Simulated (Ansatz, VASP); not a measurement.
# SrB4 in two plane-wave programs, part 2 of 2

Aim: how closely do two programs agree when they are given the same cell, functional and k mesh? The cell is generated by rule, not measured, and may not be a known phase. The cell is taken from a series of runs on this material, whose earlier steps may have relaxed, scaled, displaced or heated it; both programs get it as it stands.

VASP 6.6.1 and Ansatz 0.2.0.

So far: Starting point; VASP: zone-centre phonons, PBEsol.

## 2. VASP: zone-centre phonons, PBEsol (continued)

Level of this step: PBEsol; plane waves and PAW (Sr_sv, B); invented cell (VASP).

Numbers of over 12 decimals in the logs are rounded to 6 here.

From OUTCAR (step 2):

```text
ion  position               nearest neighbor table
   1  0.000  0.000  0.000-   5 2.80   4 2.80   3 2.87   2 2.87   3 2.87   2 2.87   5 3.01   4 3.01
                             4 3.01   5 3.01   5 3.12   4 3.12   2 3.24   2 3.24   3 3.24   3 3.24
   2  0.815  0.185  0.500-   3 1.70   4 1.74   5 1.74   4 1.86   5 1.86   1 2.87   1 2.87   1 3.24
                             1 3.24
   3  0.185  0.815  0.500-   2 1.70   4 1.74   5 1.74   4 1.86   5 1.86   1 2.87   1 2.87   1 3.24
                             1 3.24
   4  0.391  0.391  0.627-   2 1.74   3 1.74   3 1.86   2 1.86   5 1.95   1 2.80   1 3.01   1 3.01
                             1 3.12   1 3.29
   5  0.609  0.609  0.373-   2 1.74   3 1.74   3 1.86   2 1.86   4 1.95   1 2.80   1 3.01   1 3.01
                             1 3.12   1 3.29

  LATTYP: Found a base centered monoclinic cell.
 ALAT       =     4.4873318951
 B/A-ratio  =     1.0231933635
 C/A-ratio  =     1.2237615367
 COS(beta)  =    -0.3400517747

 Subroutine GETGRP returns: Found  4 space group operations
 (whereof  4 operations were pure point group operations)

The static configuration has the point symmetry C_2h.

 Found    320 irreducible k-points:

   k-points           NKPTS =    320   k-points in BZ     NKDIM =    320   number of bands    NBANDS=     17

   dimension x,y,z NGX =    24 NGY =   24 NGZ =   40
   dimension x,y,z NGXF=    48 NGYF=   48 NGZF=   80

   ENCUT  =  500.0 eV  36.75 Ry    6.06 a.u.   5.85  5.85 10.01*2*pi/ulx,y,z

   NELECT =      22.0000    total number of electrons

 k-points in reciprocal lattice and weights: Automatic mesh
   0.00000000  0.00000000  0.00000000       0.001
   0.08333333 -0.00000000  0.00000000       0.003
   0.16666667  0.00000000  0.00000000       0.003
   0.25000000  0.00000000  0.00000000       0.003
   0.33333333  0.00000000  0.00000000       0.003
   0.41666667  0.00000000  0.00000000       0.003
   0.50000000  0.00000000  0.00000000       0.002
   0.08333333  0.08333333  0.00000000       0.002
   0.16666667  0.08333333  0.00000000       0.003
[...]
0.16666667  0.16666667  0.12500000       0.002
[...]
POSITION                                       TOTAL-FORCE (eV/Angst)
 -----------------------------------------------------------------------------------
      0.00000      0.00000      0.00000        -0.000000     -0.000000      0.000000
      1.31110     -1.44538      2.58152        -0.000000      0.000098     -0.000000
      1.31110      1.44538      2.58152        -0.000000     -0.000098     -0.000000
      0.58761      0.00000      3.23557        -0.007613     -0.000000     -0.003137
      2.03460      0.00000      1.92747         0.007613     -0.000000      0.003137
 -----------------------------------------------------------------------------------
    total drift:                                0.000000      0.000000      0.000000

 Eigenvectors and eigenvalues of the dynamical matrix
 ----------------------------------------------------

   1 f  =   31.409677 THz   197.352820 2PiTHz 1047.714041 cm-1   129.899927 meV
             X         Y         Z           dx          dy          dz
      0.000000  0.000000  0.000000    -0.000000    0.000000   -0.000000
      1.311105 -1.445384  2.581516     0.000000    0.683620    0.000000
      1.311105  1.445384  2.581516     0.000000   -0.683620   -0.000000
      0.587605  0.000000  3.235565     0.132923   -0.000000   -0.122455
      2.034604  0.000000  1.927467    -0.132923   -0.000000    0.122455

   2 f  =   25.868757 THz   162.538192 2PiTHz  862.888842 cm-1   106.984533 meV
             X         Y         Z           dx          dy          dz
      0.000000  0.000000  0.000000    -0.000000    0.004057    0.000000
      1.311105 -1.445384  2.581516     0.000000    0.497107   -0.000000
      1.311105  1.445384  2.581516    -0.000000    0.497107    0.000000
      0.587605  0.000000  3.235565    -0.000000   -0.502869   -0.000000
      2.034604  0.000000  1.927467     0.000000   -0.502869    0.000000

   3 f  =   23.856188 THz   149.892849 2PiTHz  795.756769 cm-1    98.661221 meV
             X         Y         Z           dx          dy          dz
      0.000000  0.000000  0.000000    -0.000000   -0.000000    0.000000
      1.311105 -1.445384  2.581516     0.328162   -0.000000   -0.099106
      1.311105  1.445384  2.581516    -0.328162   -0.000000    0.099106
      0.587605  0.000000  3.235565    -0.000000    0.618456   -0.000000
      2.034604  0.000000  1.927467     0.000000   -0.618456    0.000000

   4 f  =   22.235566 THz   139.710184 2PiTHz  741.698660 cm-1    91.958872 meV
             X         Y         Z           dx          dy          dz
      0.000000  0.000000  0.000000     0.023557   -0.000000    0.008137
      1.311105 -1.445384  2.581516     0.479207    0.000000    0.053429
      1.311105  1.445384  2.581516     0.479207   -0.000000    0.053429
      0.587605  0.000000  3.235565    -0.512817    0.000000   -0.064921
      2.034604  0.000000  1.927467    -0.512817   -0.000000   -0.064921

   5 f  =   18.567696 THz   116.664274 2PiTHz  619.351668 cm-1    76.789785 meV
             X         Y         Z           dx          dy          dz
      0.000000  0.000000  0.000000    -0.000000   -0.000000   -0.000000
      1.311105 -1.445384  2.581516    -0.000000    0.009657   -0.000000
      1.311105  1.445384  2.581516     0.000000   -0.009657    0.000000
      0.587605  0.000000  3.235565    -0.505284   -0.000000   -0.494565
      2.034604  0.000000  1.927467     0.505284    0.000000    0.494565

   6 f  =   16.718494 THz   105.045396 2PiTHz  557.668935 cm-1    69.142105 meV
             X         Y         Z           dx          dy          dz
      0.000000  0.000000  0.000000     0.000000    0.000000   -0.000000
      1.311105 -1.445384  2.581516     0.000000   -0.180473    0.000000
      1.311105  1.445384  2.581516    -0.000000    0.180473    0.000000
      0.587605  0.000000  3.235565     0.476465    0.000000   -0.490317
      2.034604  0.000000  1.927467    -0.476465   -0.000000    0.490317

   7 f  =   15.193887 THz    95.466010 2PiTHz  506.813532 cm-1    62.836841 meV
             X         Y         Z           dx          dy          dz
      0.000000  0.000000  0.000000    -0.083737   -0.000000    0.151842
      1.311105 -1.445384  2.581516     0.117145   -0.000000   -0.581117
      1.311105  1.445384  2.581516     0.117145    0.000000   -0.581117
      0.587605  0.000000  3.235565     0.001940   -0.000000    0.365434
      2.034604  0.000000  1.927467     0.001940    0.000000    0.365434

   8 f  =   12.922083 THz    81.191842 2PiTHz  431.034293 cm-1    53.441417 meV
             X         Y         Z           dx          dy          dz
      0.000000  0.000000  0.000000    -0.000000    0.000000    0.000000
      1.311105 -1.445384  2.581516     0.348380   -0.000000   -0.551351
      1.311105  1.445384  2.581516    -0.348380   -0.000000    0.551351
      0.587605  0.000000  3.235565     0.000000   -0.273209   -0.000000
      2.034604  0.000000  1.927467     0.000000    0.273209    0.000000

   9 f  =    6.943470 THz    43.627106 2PiTHz  231.609217 cm-1    28.715870 meV
             X         Y         Z           dx          dy          dz
      0.000000  0.000000  0.000000    -0.000000    0.000000   -0.000000
      1.311105 -1.445384  2.581516     0.520520    0.000000    0.431497
      1.311105  1.445384  2.581516    -0.520520    0.000000   -0.431497
      0.587605  0.000000  3.235565    -0.000000   -0.207049    0.000000
      2.034604  0.000000  1.927467     0.000000    0.207049    0.000000

  10 f  =    6.653197 THz    41.803269 2PiTHz  221.926762 cm-1    27.515399 meV
             X         Y         Z           dx          dy          dz
      0.000000  0.000000  0.000000    -0.079655   -0.000000   -0.551257
      1.311105 -1.445384  2.581516     0.080559    0.000000    0.272584
      1.311105  1.445384  2.581516     0.080559    0.000000    0.272584
      0.587605  0.000000  3.235565     0.032548    0.000000    0.512869
      2.034604  0.000000  1.927467     0.032548    0.000000    0.512869

  11 f  =    5.495648 THz    34.530176 2PiTHz  183.315091 cm-1    22.728164 meV
             X         Y         Z           dx          dy          dz
      0.000000  0.000000  0.000000     0.000000   -0.575158    0.000000
      1.311105 -1.445384  2.581516    -0.000000    0.412529   -0.000000
      1.311105  1.445384  2.581516    -0.000000    0.412529   -0.000000
      0.587605  0.000000  3.235565    -0.000000    0.405482   -0.000000
      2.034604  0.000000  1.927467    -0.000000    0.405482   -0.000000

  12 f  =    5.347029 THz    33.596375 2PiTHz  178.357694 cm-1    22.113526 meV
             X         Y         Z           dx          dy          dz
      0.000000  0.000000  0.000000     0.562586    0.000000   -0.055756
      1.311105 -1.445384  2.581516    -0.409302   -0.000000   -0.050176
      1.311105  1.445384  2.581516    -0.409302   -0.000000   -0.050176
      0.587605  0.000000  3.235565    -0.391624   -0.000000    0.129536
      2.034604  0.000000  1.927467    -0.391624   -0.000000    0.129536

  13 f/i=    0.000769 THz     0.004831 2PiTHz    0.025650 cm-1     0.003180 meV
             X         Y         Z           dx          dy          dz
      0.000000  0.000000  0.000000    -0.779393   -0.000000   -0.249298
      1.311105 -1.445384  2.581516    -0.273742   -0.000000   -0.087588
      1.311105  1.445384  2.581516    -0.273742   -0.000000   -0.087588
      0.587605  0.000000  3.235565    -0.273718   -0.000000   -0.087582
      2.034604  0.000000  1.927467    -0.273718   -0.000000   -0.087582

  14 f/i=    0.002191 THz     0.013765 2PiTHz    0.073077 cm-1     0.009060 meV
             X         Y         Z           dx          dy          dz
      0.000000  0.000000  0.000000    -0.000000    0.818032   -0.000000
      1.311105 -1.445384  2.581516    -0.000000    0.287584   -0.000000
      1.311105  1.445384  2.581516    -0.000000    0.287584   -0.000000
      0.587605  0.000000  3.235565    -0.000000    0.287589   -0.000000
      2.034604  0.000000  1.927467    -0.000000    0.287589   -0.000000

  15 f/i=    0.005329 THz     0.033486 2PiTHz    0.177770 cm-1     0.022041 meV
             X         Y         Z           dx          dy          dz
      0.000000  0.000000  0.000000     0.249265   -0.000000   -0.779574
      1.311105 -1.445384  2.581516     0.087667   -0.000000   -0.273782
      1.311105  1.445384  2.581516     0.087667   -0.000000   -0.273782
      0.587605  0.000000  3.235565     0.087551   -0.000000   -0.273420
      2.034604  0.000000  1.927467     0.087551   -0.000000   -0.273420

 ELASTIC MODULI CONTR FROM IONIC RELAXATION (kBar)
 Direction    XX          YY          ZZ          XY          YZ          ZX
 --------------------------------------------------------------------------------
 XX         -21.9538      8.9003     -6.9650     -0.0000      0.0000      1.3220
 YY           8.9003   -201.3039   -175.4741      0.0000     -0.0000     91.6884
 ZZ          -6.9650   -175.4741   -163.1730      0.0000     -0.0000     86.9676
 XY          -0.0000      0.0000      0.0000    -78.6323    104.3492      0.0000
 YZ           0.0000     -0.0000     -0.0000    104.3492   -469.3668      0.0000
 ZX           1.3220     91.6884     86.9676      0.0000      0.0000   -114.2276
 --------------------------------------------------------------------------------
```

## 3. Ansatz: zone-centre phonons, PBEsol

Ansatz runs on its default PAW (the set named soft_2) files.

The same cell, functional, mesh and smearing now go to Ansatz, which takes its cutoff from its data sets.

input.yaml reads:

```yaml
crystal:
  lattice:
    - [2.2436657353, -2.2957041075, -0.0009759657]
    - [2.2436657353, 2.2957041075, -0.0009759657]
    - [-1.8651220116, 0.0, 5.1649839648]
  atoms:
    - { symbol: Sr, position: [0.0, 0.0, 0.0] }
    - { symbol: B, position: [0.8148019348, 0.1851980652, 0.5] }
    - { symbol: B, position: [0.1851980652, 0.8148019348, 0.5] }
    - { symbol: B, position: [0.3913846387, 0.3913846387, 0.6265903434] }
    - { symbol: B, position: [0.6086153613, 0.6086153613, 0.3734096566] }
kpoints:
  mp_grid: { grid: [12, 12, 8] }
hamiltonian:
  xc: pbesol
scf:
  occupations: { method: methfessel_paxton, width: 0.2 }
output:
  eigenvalues: true
phonons:
  method: dfpt
```

Run with:

```
$ ansatz run input.yaml --threads 8 --pin off --max-ram 14336MiB --backend cpu --events-out ev --progress --plain --runs-dir out
```

Log:

```text
Engine: ansatz 0.2.0, aarch64-unknown-linux-gnu
Pseudopotentials: kind: paw
Pseudopotential: Sr, paw, valence charge 10, recommended cutoff 420 eV (normal), Sr.paw.azcp
Pseudopotential: B, paw, valence charge 3, recommended cutoff 420 eV (normal), B.paw.azcp
Functional definition: PBEsol
  exchange = pbesol_x
  correlation = pbesol_c
Crystal: 5 atoms, lattice volume = 53.199 Å³
Basis set: ecut = 420 eV, 1057 PW (Γ), exchange–correlation on 48×48×80 points (8 copies of the dense FFT grid, shifted against one another)
Bands: 16, of which v1, the nominal top of the filled ones, is band 11 counted from 1 (10 counted from 0)
Symmetry: 4 space group operations
k-points: 580 of 1152 (irreducible under 1 space group operation, time reversal used)
Non-local potential: Sr, projectors of the file, l = 0: 3, l = 1: 2, l = 2: 2
Non-local potential: B, projectors of the file, l = 0: 2, l = 1: 2, l = 2: 1
PAW form: soft (Blöchl's): semilocal exchange-correlation on the pseudo side does not see the compensation charge
PAW frozen core: Sr, regenerated for the run's functional, and the local potential with it (the file was generated under x = pbe(κ = 0.804, μ = 0.219515), c = pbe(β = 0.066725))
PAW frozen core: B, regenerated for the run's functional, and the local potential with it (the file was generated under x = pbe(κ = 0.804, μ = 0.219515), c = pbe(β = 0.066725))
PAW one-centre angular grid: Sr, 110 points (default); XC on 64 Gauss nodes
PAW one-centre angular grid: B, 110 points (default); XC on 64 Gauss nodes
Initial density: superposition of atomic densities (neutral atoms: chi_scale 0, normalization atom), corrected by the library's trained network
Initial wavefunctions: pseudopotential atomic-orbital guess
Functional: x = pbesol(κ = 0.804, μ = 0.123457), c = pbesol(β = 0.046)
SCF iter   1: F=—  HF=-4102.845143 eV  |F-HF|=—  |Δ(HF+E_count)|=         —  Δρ=7.46e-3  dr2=6.68e-2  ethr=1.77e-3  ⟨swp⟩=7.0  Hψ=63167  notcnv=0
preconditioner: auto → Kerker (q_TF=auto, 2.355 Å⁻¹)  [metal: Δε(μ)=0.004 eV  Ē_g=13.001 eV  σ=0.200 eV  W_gap=0.02  n_scr=10 (ndim 8)  ℏωp=22.8 eV  f_vac=0.000  D(μ)=0.74/eV (n_scr^D=2)]
SCF iter   2: F=—  HF=-4102.833317 eV  |F-HF|=—  |Δ(HF+E_count)|=   1.18e-2  S|Δr|=    0.00e0  Δρ=4.69e-3  dr2=3.31e-2  ethr=3.04e-4  ⟨swp⟩=1.0  Hψ=13939  notcnv=0
SCF iter   3: F=—  HF=-4102.824066 eV  |F-HF|=—  |Δ(HF+E_count)|=   9.25e-3  S|Δr|=    0.00e0  Δρ=9.83e-4  dr2=4.01e-4  ethr=1.50e-4  ⟨swp⟩=2.1  Hψ=11962  notcnv=0
SCF iter   4: F=—  HF=-4102.823965 eV  |F-HF|=—  |Δ(HF+E_count)|=   1.02e-4  S|Δr|=    0.00e0  Δρ=2.53e-4  dr2=7.48e-5  ethr=1.82e-6  ⟨swp⟩=2.0  Hψ=13336  notcnv=0
SCF iter   5: F=—  HF=-4102.823950 eV  |F-HF|=—  |Δ(HF+E_count)|=   1.46e-5  S|Δr|=    0.00e0  Δρ=7.34e-5  dr2=1.22e-5  ethr=3.40e-7  ⟨swp⟩=1.5  Hψ=10198  notcnv=0
SCF iter   6: F=—  HF=-4102.823950 eV  |F-HF|=—  |Δ(HF+E_count)|=   1.58e-7  S|Δr|=    0.00e0  Δρ=1.90e-5  dr2=6.54e-7  ethr=5.54e-8  ⟨swp⟩=2.3  Hψ=11625  notcnv=0
SCF iter   7: F=—  HF=-4102.823950 eV  |F-HF|=—  |Δ(HF+E_count)|=   6.89e-8  S|Δr|=    0.00e0  Δρ=2.05e-6  dr2=1.81e-9  ethr=2.97e-9  ⟨swp⟩=2.3  Hψ=13631  notcnv=0
SCF iter   8: F=—  HF=-4102.823950 eV  |F-HF|=—  |Δ(HF+E_count)|=   1.19e-9  S|Δr|=    0.00e0  Δρ=3.27e-7  dr2=3.97e-11  ethr=8.22e-12  ⟨swp⟩=2.5  Hψ=16907  notcnv=0
SCF iter   9: F=-4102.823950 eV  HF=-4102.823950 eV  |F-HF|=9.09e-13  |Δ(HF+E_count)|=  5.46e-12  S|Δr|=    0.00e0  Δρ=7.17e-8  dr2=1.71e-12  ethr=1.00e-12  ⟨swp⟩=10.8  Hψ=60093  notcnv=0
SCF 1 converged in 9 iterations: F = -4102.823950 eV  dr2 = 1.71e-12
  greatest PAW one-centre occupation: 0.987 electrons in one spin orbital (limit 2), on the Sr atom at site 0 (counted from 0), in its partial waves of l = 0
DFPT response loops at Γ: preconditioner auto → Kerker (q_TF=auto, 2.355 Å⁻¹) (partly filled bands, converged f_vac=0.000); β = 1.00, the filter's whole step (`scf.mixing.beta` (0.50) is not read by the response loops under this deck's `scf.mixing.preconditioner`; to damp them name `kerker` or `kerker_dos`, under which they read `scf.mixing.beta`, and type it under 1.00, their step now; both keys bind the ground state too); Broyden in place of MSR1
SCF converged after 9 iterations
Stability not checked: this state was not tested for a lower state beside it, because cold or Methfessel-Paxton smearing, or corrected tetrahedra, fill the levels in a way that the test cannot read (fill_not_monotonic; see scf.lower_state_search)
Free energy (F): -4102.823950 eV
Harris-Foulkes:  -4102.823950 eV  (|F-HF|=9.09e-13)
Internal energy: -4102.824731 eV  (E = F + TS)
E sigma→0 (E₀):  -4102.824145 eV
Entropy (-TS):   0.000781 eV (0.156 meV/atom)
Fermi energy:    11.118397 eV
Step filling:    the computed levels leave a gap of 0.0002 eV = 0.0 smearing widths at the electron count; against every level under it full and every level over it empty, smearing changes F+E_penalty+E_count by +0.284 meV and its σ→0 estimate by +0.088 meV
--- Per-component energies (eV) ---
  E_band       = -13.037498
  E_kinetic    = 444.240309
  E_local      = -598.187202  (includes V_loc(G=0)·N_el)
  E_nonlocal   = 248.370048
  E_hartree    = 130.671704
  E_xc         = -301.658710
  E_vxc        = -316.742053  (∫ρ·V_xc dr)
  E_paw        = -2946.125503  (= ΣΔE_a)
  E_vpaw       = -52.061990  (= ΣTr[D̂ρ^β])
  E_aug_tail   = -0.000014  (compensation charges beyond the density's cutoff)
  E_ewald      = -1080.328555
  E_core_change = 0.193191  (= ΣΔE_core)
  E_smearing   = 0.000781  (= −TS)
  E_closure    = 0.000000  (closes the sum)
  Σ components = -4102.823950   (vs F -4102.823950, Δ=0.00e0)
--- Band table (eV; the first three rows and the last of 580) ---
  k-point 0: bands = [... 7 lower, 6.3017, 7.8844, 8.0277, 9.0801, 11.6316, 15.0884, 15.3519, 16.1644, ... 1 higher]
  k-point 1: bands = [... 7 lower, 6.3202, 7.9996, 8.1819, 9.0225, 11.7522, 14.2395, 15.6516, 15.7279, ... 1 higher]
  k-point 2: bands = [... 7 lower, 6.3656, 7.9344, 8.7185, 9.0714, 12.0781, 13.1598, 15.0515, 15.5717, ... 1 higher]
  k-point 579: bands = [... 7 lower, 2.1161, 7.3671, 8.3239, 8.8517, 10.8821, 14.1890, 14.7298, 17.5454, ... 1 higher]
--- Phonons (Γ-DFPT): 9 representative perturbations + reference, on 580 of 1152 k-points (Σ response iterations 27) ---
  k mesh reduced under 1 symmetry operation, with k and −k counted as one. Each operation leaves every solved perturbation unchanged. A smaller set is not used because it would not reduce the number of displacements times k-points to solve
  ASR residual: 1.286e-4 → 0.000e0 eV/Å²; symmetrization residual: 6.623e-7 eV/Å²
  ASR residual per site (eV/Å²): 1.29e-4 6.57e-6 6.57e-6 3.29e-6 3.29e-6
  Γ frequencies (cm⁻¹): 0.00 0.00 0.00 177.09 182.53 218.55 229.77 430.08 505.39 556.76 618.67 739.61 792.02 858.74 1043.08
  non-analytic LO–TO correction: not included (Born effective charges unavailable; polar crystals: no LO–TO splitting at Γ)
```

## 4. Differences

Known differences besides the potentials themselves: the cutoff is 420 eV in Ansatz and 500 eV in VASP; Ansatz makes its cores anew for this functional, VASP keeps those of its PBE data sets. Total energies have different zeros and are not compared.

Both answers:

```csv
quantity,Ansatz,VASP,difference
optical mode 1 (cm⁻¹),177.1,178.4,-0.71 %
optical mode 2 (cm⁻¹),182.5,183.3,-0.43 %
optical mode 3 (cm⁻¹),218.6,221.9,-1.52 %
optical mode 4 (cm⁻¹),229.8,231.6,-0.79 %
optical mode 5 (cm⁻¹),430.1,431.0,-0.22 %
optical mode 6 (cm⁻¹),505.4,506.8,-0.28 %
optical mode 7 (cm⁻¹),556.8,557.7,-0.16 %
optical mode 8 (cm⁻¹),618.7,619.4,-0.11 %
optical mode 9 (cm⁻¹),739.6,741.7,-0.28 %
optical mode 10 (cm⁻¹),792.0,795.8,-0.47 %
optical mode 11 (cm⁻¹),858.7,862.9,-0.48 %
optical mode 12 (cm⁻¹),1043.1,1047.7,-0.44 %
```

Modes are paired by rising frequency, not by their patterns, so a pair may set unlike modes beside each other; they are those without the splitting of longitudinal modes.

## 5. Outcome

```
r.m.s. difference of the optical zone-centre modes, each program's sorted by frequency (zone-centre phonons, PBEsol) : 2.6 cm⁻¹
difference in optical mode 3 (zone-centre phonons, PBEsol)                                                           : -1.5 %
```

The r.m.s. difference of the optical zone-centre modes, each program's sorted by frequency is 2.6 cm⁻¹ (zone-centre phonons, PBEsol). Among the rows given in per cent, the largest difference of the zone-centre phonons, PBEsol pair is in optical mode 3, -1.5 %. Such differences can come from data sets, numerical settings and the points named under the comparisons, not from the functional's error against experiment.

[Lines on the potential files, build, host, timing and source positions are cut from VASP's logs without a mark.]

[Logs are printed without paths, hosts, clocks, repeated set-up lines and the standing remarks that a program may print on its own settings, such as how far it seeks lower states.]

[Hosts, paths, dates, database ids (printed as entryN), source tags and the programs' standing remarks are cut or masked in the printed files.]
